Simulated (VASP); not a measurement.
A 71-atom supercell of AlN (wurtzite) holds Zr on the Al site with a neighbouring N vacancy in charge state -1. It is relaxed twice, with the total moment held at 1 and at 3 μB. Calculation: PBE GGA, VASP's PBE PAW potentials (set 64) (plane waves; VASP). Numerical set-up: PREC = Normal, LREAL = Auto, ISYM = 0, NELECT = 293.0, EDIFF = 1E-5, 400 eV cut-off, 1×1×1 Γ-centred mesh, Gaussian smearing of 0.050 eV, potentials Al N Zr_sv.

The cell is charged, with a uniform compensating background. The supercell is sampled at Γ alone, which is coarse: total energies, pressure and levels can be off, energies of defects by several tenths of an eV.

Which spin state lies lower, and by how much?

The state with 1 μB lies lower, by 0.92 eV.

The cell is a supercell with a defect, built from AlN (wurtzite).
